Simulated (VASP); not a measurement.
These are PBE GGA, VASP's PBE PAW potentials (set 64) (plane waves; VASP) values and carry that method's errors.

A VASP calculation is set up with these files.

**INCAR**
```
# general
SYSTEM  = WS2
PREC    = Accurate
ENCUT   = 500
LREAL   = .False.   # projection in real space or not
LASPH   = .True.

# electronic loop
EDIFF   = 1E-6   # SCF stop (eV)
NELM    = 100   # most electronic steps
ALGO    = Normal   # blocked Davidson
LMAXMIX = 6   # l cut-off of mixed one-centre charges

# smearing
ISMEAR  = 0   # Gaussian
SIGMA   = 0.05

# functional
GGA     = PE

# ions
IBRION  = 2   # conjugate gradients
NSW     = 40   # most ionic steps
ISIF    = 3
EDIFFG  = -0.02   # ionic stop
PSTRESS = 100   # kbar

# output
LWAVE   = .False.
LCHARG  = .False.
```

KPOINTS:
```
Automatic mesh
0
Gamma
8 8 2
0 0 0
```

### POSCAR
```
WS2
1
    1.5786612179    -2.7343213846     0.0000000000
    1.5786612179     2.7343213846    -0.0000000000
    0.0000000000    -0.0000000000    11.2175449492
W S
2 4
Direct
  0.3333330000   0.6666670000   0.2500000000
  0.6666670000   0.3333330000   0.7500000000
  0.3333330000   0.6666670000   0.8880637333
  0.6666670000   0.3333330000   0.3880637333
  0.6666670000   0.3333330000   0.1119362667
  0.3333330000   0.6666670000   0.6119362667
```

POTCAR, in this order: W_sv S (PBE.64 set). Program: vasp_std.

Output of the run:

### OSZICAR
```
       N       E                     dE             d eps       ncg     rms          rms(c)
DAV:   1     0.523147340602E+03    0.52315E+03   -0.28420E+04  1376   0.166E+03
DAV:   2    -0.124894964865E+02   -0.53564E+03   -0.52333E+03  1440   0.456E+02
DAV:   3    -0.483935687954E+02   -0.35904E+02   -0.35586E+02  1562   0.105E+02
DAV:   4    -0.493331438901E+02   -0.93958E+00   -0.93757E+00  1523   0.171E+01
DAV:   5    -0.493551085916E+02   -0.21965E-01   -0.21959E-01  1532   0.267E+00    0.399E+01
DAV:   6    -0.470831599187E+02    0.22719E+01   -0.13358E+01  1458   0.213E+01    0.180E+01
DAV:   7    -0.468680406262E+02    0.21512E+00   -0.35213E+00  1408   0.884E+00    0.665E+00
DAV:   8    -0.467562483037E+02    0.11179E+00   -0.57592E-01  1582   0.455E+00    0.220E+00
DAV:   9    -0.467580290658E+02   -0.17808E-02   -0.61408E-02  1694   0.127E+00    0.109E+00
DAV:  10    -0.467556862259E+02    0.23428E-02   -0.31990E-02  1544   0.109E+00    0.279E-01
DAV:  11    -0.467554465262E+02    0.23970E-03   -0.44945E-03  1505   0.404E-01    0.133E-01
DAV:  12    -0.467553927120E+02    0.53814E-04   -0.23520E-04  1547   0.104E-01    0.494E-02
DAV:  13    -0.467554101816E+02   -0.17470E-04   -0.15047E-04  1561   0.639E-02    0.280E-02
DAV:  14    -0.467554050045E+02    0.51771E-05   -0.20804E-05  1557   0.286E-02    0.131E-02
DAV:  15    -0.467554051731E+02   -0.16860E-06   -0.17237E-06  1060   0.695E-03
   1 F= -.40710970E+02 E0= -.40710970E+02  d E =-.407110E+02
       N       E                     dE             d eps       ncg     rms          rms(c)
DAV:   1    -0.472630778962E+02   -0.50767E+00   -0.17339E+01  1263   0.300E+01    0.471E+00
DAV:   2    -0.468863242620E+02    0.37675E+00   -0.19439E+00  1534   0.770E+00    0.292E+00
DAV:   3    -0.468167522380E+02    0.69572E-01   -0.16354E-01  1529   0.256E+00    0.111E+00
DAV:   4    -0.467841220186E+02    0.32630E-01   -0.87238E-02  1494   0.164E+00    0.863E-01
DAV:   5    -0.467837464708E+02    0.37555E-03   -0.73901E-03  1543   0.551E-01    0.435E-01
DAV:   6    -0.467828582842E+02    0.88819E-03   -0.23179E-03  1549   0.278E-01    0.683E-02
DAV:   7    -0.467828534483E+02    0.48359E-05   -0.44786E-04  1559   0.118E-01    0.794E-02
DAV:   8    -0.467828537692E+02   -0.32093E-06   -0.24151E-05  1473   0.282E-02    0.422E-02
DAV:   9    -0.467828532644E+02    0.50484E-06   -0.33390E-06  1205   0.105E-02
   2 F= -.40777775E+02 E0= -.40777775E+02  d E =-.668050E-01
       N       E                     dE             d eps       ncg     rms          rms(c)
DAV:   1    -0.468038363715E+02   -0.20983E-01   -0.44164E-01  1247   0.482E+00    0.716E-01
DAV:   2    -0.467946871605E+02    0.91492E-02   -0.43102E-02  1494   0.115E+00    0.442E-01
DAV:   3    -0.467929478613E+02    0.17393E-02   -0.37091E-03  1509   0.387E-01    0.171E-01
DAV:   4    -0.467921682522E+02    0.77961E-03   -0.19239E-03  1519   0.244E-01    0.127E-01
DAV:   5    -0.467921454557E+02    0.22796E-04   -0.20745E-04  1550   0.906E-02    0.595E-02
DAV:   6    -0.467921185918E+02    0.26864E-04   -0.69355E-05  1553   0.478E-02    0.937E-03
DAV:   7    -0.467921175785E+02    0.10133E-05   -0.12657E-05  1326   0.194E-02    0.120E-02
DAV:   8    -0.467921173993E+02    0.17924E-06   -0.90991E-07   858   0.665E-03
   3 F= -.40780228E+02 E0= -.40780228E+02  d E =-.692584E-01
       N       E                     dE             d eps       ncg     rms          rms(c)
DAV:   1    -0.467658557222E+02    0.26262E-01   -0.15809E+00  1240   0.825E+00    0.247E+00
DAV:   2    -0.467598827666E+02    0.59730E-02   -0.96307E-02  1397   0.191E+00    0.774E-01
DAV:   3    -0.467558631595E+02    0.40196E-02   -0.97384E-03  1476   0.602E-01    0.260E-01
DAV:   4    -0.467555741295E+02    0.28903E-03   -0.29367E-03  1467   0.350E-01    0.974E-02
DAV:   5    -0.467555383422E+02    0.35787E-04   -0.32139E-04  1526   0.116E-01    0.583E-02
DAV:   6    -0.467555483978E+02   -0.10056E-04   -0.35938E-05  1403   0.358E-02    0.168E-02
DAV:   7    -0.467555535468E+02   -0.51490E-05   -0.97251E-06  1464   0.208E-02    0.878E-03
DAV:   8    -0.467555537452E+02   -0.19841E-06   -0.56549E-07   809   0.543E-03
   4 F= -.40783153E+02 E0= -.40783153E+02  d E =-.292435E-02
       N       E                     dE             d eps       ncg     rms          rms(c)
DAV:   1    -0.467752592669E+02   -0.19706E-01   -0.24996E-01  1240   0.330E+00    0.957E-01
DAV:   2    -0.467743161105E+02    0.94316E-03   -0.15221E-02  1404   0.761E-01    0.314E-01
DAV:   3    -0.467736604344E+02    0.65568E-03   -0.16735E-03  1470   0.247E-01    0.100E-01
DAV:   4    -0.467736083534E+02    0.52081E-04   -0.48836E-04  1498   0.140E-01    0.400E-02
DAV:   5    -0.467735981605E+02    0.10193E-04   -0.51802E-05  1510   0.452E-02    0.216E-02
DAV:   6    -0.467735928940E+02    0.52665E-05   -0.70127E-06  1238   0.151E-02    0.587E-03
DAV:   7    -0.467735903085E+02    0.25855E-05   -0.16625E-06   944   0.995E-03    0.230E-03
DAV:   8    -0.467735902935E+02    0.14978E-07   -0.23497E-07   732   0.387E-03
   5 F= -.40785497E+02 E0= -.40785497E+02  d E =-.526843E-02
       N       E                     dE             d eps       ncg     rms          rms(c)
DAV:   1    -0.468480982623E+02   -0.74508E-01   -0.11122E+00  1283   0.751E+00    0.139E+00
DAV:   2    -0.468288756668E+02    0.19223E-01   -0.15515E-01  1386   0.264E+00    0.858E-01
DAV:   3    -0.468257428729E+02    0.31328E-02   -0.94237E-03  1480   0.518E-01    0.331E-01
DAV:   4    -0.468244799529E+02    0.12629E-02   -0.34413E-03  1461   0.292E-01    0.197E-01
DAV:   5    -0.468243496590E+02    0.13029E-03   -0.43910E-04  1558   0.148E-01    0.144E-01
DAV:   6    -0.468242892494E+02    0.60410E-04   -0.26715E-04  1613   0.857E-02    0.236E-02
DAV:   7    -0.468242855554E+02    0.36940E-05   -0.37286E-05  1436   0.369E-02    0.970E-03
DAV:   8    -0.468242854779E+02    0.77410E-07   -0.97685E-07   914   0.770E-03
   6 F= -.40792373E+02 E0= -.40792373E+02  d E =-.687608E-02
       N       E                     dE             d eps       ncg     rms          rms(c)
DAV:   1    -0.469086433420E+02   -0.84358E-01   -0.14518E+00  1283   0.856E+00    0.159E+00
DAV:   2    -0.468835010399E+02    0.25142E-01   -0.20212E-01  1379   0.301E+00    0.974E-01
DAV:   3    -0.468794401028E+02    0.40609E-02   -0.12220E-02  1487   0.590E-01    0.380E-01
DAV:   4    -0.468777929021E+02    0.16472E-02   -0.44864E-03  1426   0.332E-01    0.225E-01
DAV:   5    -0.468776227312E+02    0.17017E-03   -0.57490E-04  1565   0.169E-01    0.165E-01
DAV:   6    -0.468775467707E+02    0.75960E-04   -0.34386E-04  1598   0.973E-02    0.277E-02
DAV:   7    -0.468775422137E+02    0.45570E-05   -0.49253E-05  1415   0.423E-02    0.110E-02
DAV:   8    -0.468775421425E+02    0.71141E-07   -0.13143E-06   950   0.891E-03
   7 F= -.40795309E+02 E0= -.40795309E+02  d E =-.981266E-02
```

OUTCAR:
```
------------------------ aborting loop because EDIFF is reached ----------------------------------------
  FORCE on cell =-STRESS in cart. coord.  units (eV):
  Direction    XX          YY          ZZ          XY          YZ          ZX
  --------------------------------------------------------------------------------------
  Total        6.0914712      6.0914709      6.1754045      0.0000000      0.0000000     -0.0000000
  in kB      100.1518923    100.1518870    101.5318672      0.0000000      0.0000000     -0.0000000
  external PRESSURE =       0.6118822 kB  Pullay stress =     100.0000000 kB
  volume of cell :       97.45
      direct lattice vectors                 reciprocal lattice vectors
     1.556625071 -2.696153640 -0.000000000     0.321207726 -0.185449372  0.000000000
     1.556625071  2.696153640  0.000000000     0.321207726  0.185449372 -0.000000000
    -0.000000000  0.000000000 11.609538733     0.000000000 -0.000000000  0.086136066
 POSITION                                       TOTAL-FORCE (eV/Angst)
 -----------------------------------------------------------------------------------
      1.55663      0.89872      2.90238         0.000000     -0.000000      0.000000
      1.55663     -0.89872      8.70715        -0.000000     -0.000000      0.000000
      1.55663      0.89872     10.28539        -0.000000      0.000000      0.004183
      1.55663     -0.89872      4.48062         0.000000     -0.000000      0.004183
      1.55663     -0.89872      1.32415         0.000000     -0.000000     -0.004183
      1.55663      0.89872      7.12892        -0.000000      0.000000     -0.004183
 -----------------------------------------------------------------------------------
    total drift:                               -0.000145      0.001104     -0.000036
  FREE ENERGIE OF THE ION-ELECTRON SYSTEM (eV)
  ---------------------------------------------------
  free  energy   TOTEN  =       -46.8775421425 eV

  energy  without entropy=      -46.8775421425  energy(sigma->0) =      -46.87754214
  enthalpy is  TOTEN    =       -40.7953093870 eV   P V=        6.0822327555

 reached required accuracy - stopping structural energy minimisation
```
(Selected blocks of OUTCAR.)

**CONTCAR**
```
WS2
   1.00000000000000
     1.5566250710466780   -2.6961536396900159   -0.0000000000000000
     1.5566250710466780    2.6961536396900159    0.0000000000000000
    -0.0000000000000000    0.0000000000000000   11.6095387331285895
  W               S
     2     4
Direct
     0.3333330000000032    0.6666669999999968    0.2500000000000000
     0.6666669999999968    0.3333330000000032    0.7500000000000000
     0.3333330000000032    0.6666669999999968    0.8859432489068210
     0.6666669999999968    0.3333330000000032    0.3859432489068211
     0.6666669999999968    0.3333330000000032    0.1140567510931789
     0.3333330000000032    0.6666669999999968    0.6140567510931790
```

OUTCAR:
```
 val. band max:        8.8173953603   @ k =   0.0000   0.0000   0.0000

 cond. band min:       9.6211613059   @ k =   0.2500   0.1250   0.0000


 Fermi energy:         9.2635412181

 k-point     1 :       0.0000    0.0000    0.0000
  band No.  band energies     occupation
      1     -65.9190      2.00000
      2     -65.9189      2.00000
      3     -30.2138      2.00000
      4     -30.2136      2.00000
      5     -29.9919      2.00000
      6     -29.9919      2.00000
      7     -29.9919      2.00000
      8     -29.9919      2.00000
      9      -7.3422      2.00000
     10      -6.8385      2.00000
     11      -5.9051      2.00000
     12      -4.9990      2.00000
     13       0.4450      2.00000
     14       2.1611      2.00000
     15       4.2852      2.00000
     16       5.1733      2.00000
     17       5.1733      2.00000
     18       5.2067      2.00000
     19       5.2067      2.00000
     20       6.4097      2.00000
     21       6.4098      2.00000
     22       6.5387      2.00000
     23       6.5387      2.00000
     24       7.2012      2.00000
     25       7.6497      2.00000
     26       8.8174      2.00000
     27      10.9099      0.00000
     28      10.9100      0.00000
     29      11.0021      0.00000
     30      11.0025      0.00000
     31      11.0228      0.00000

 k-point     2 :       0.1250    0.0000    0.0000
  band No.  band energies     occupation
      1     -65.9156      2.00000
      2     -65.9156      2.00000
      3     -30.2022      2.00000
      4     -30.2021      2.00000
      5     -30.0549      2.00000
      6     -30.0549      2.00000
      7     -30.0064      2.00000
      8     -30.0064      2.00000
      9      -7.0657      2.00000
     10      -6.5621      2.00000
     11      -5.7696      2.00000
     12      -4.9197      2.00000
     13       0.7741      2.00000
     14       2.4837      2.00000
     15       3.9551      2.00000
     16       4.4843      2.00000
     17       4.5676      2.00000
...
```

Without a dispersion term in the relaxation, distances and binding between the weakly bound layers, chains or molecules are unreliable, and so is what depends on them. Unless said otherwise, spin-orbit coupling is left out, though it shifts the bands of the heavy elements here.

The compound is WS2 in the 2H layered structure. This run relaxes it under an external pressure of 10 GPa. Symmetry was kept, so distortions that lower it aren't found.
